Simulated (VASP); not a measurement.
Method: optB88-vdW, VASP's PBE PAW potentials (set 64) (plane waves; VASP).

A VASP calculation is set up with these files.

INCAR:
```
LUSE_VDW  =  T
AGGAC  =  0.0
SIGMA  =  0.05
LREAL  =  F   # projection in real space or not
LASPH  =  T
IBRION  =  2   # conjugate gradients
ENCUT  =  520   # plane-wave cut-off (eV)
ISIF  =  3   # ions, shape and volume
EDIFF  =  1E-6   # SCF stop (eV)
EDIFFG  =  -0.01   # ionic stop
LMAXMIX  =  4
LCHARG  =  F
LWAVE  =  F
PARAM1  =  0.1833333333
ALGO  =  Normal
NELM  =  100
PREC  =  Accurate
SYSTEM  =  InP
NSW  =  60
PARAM2  =  0.22
ISMEAR  =  0   # Gaussian
GGA  =  BO
```

**KPOINTS**
```
Automatic
0
gamma
  7 7 7
```

File POSCAR:
```
InP
1
   -0.0000000000     2.9757918404     2.9757918404
    2.9757918404     0.0000000000     2.9757918404
    2.9757918404     2.9757918404     0.0000000000
In P
1 1
Direct
  0.0000000000   0.0000000000   0.0000000000
  0.2500000000   0.2500000000   0.2500000000
```

POTCAR, in this order: In_d P (PBE.64 set). Program: vasp_std.

Question: What will the output report for the number of irreducible k-points (NKPTS), largest plane-wave count, number of space-group operations, FFT grid (NGX, NGY, NGZ)?

Answer: 
The number of irreducible k-points (NKPTS) comes out as 20, the largest plane-wave count is 1430 and the number of space-group operations comes out as 24. The FFT grid (NGX, NGY, NGZ) is 32 × 32 × 32.

The compound is InP in the zinc blende structure. It was relaxed first. The start is the result of an earlier pass.
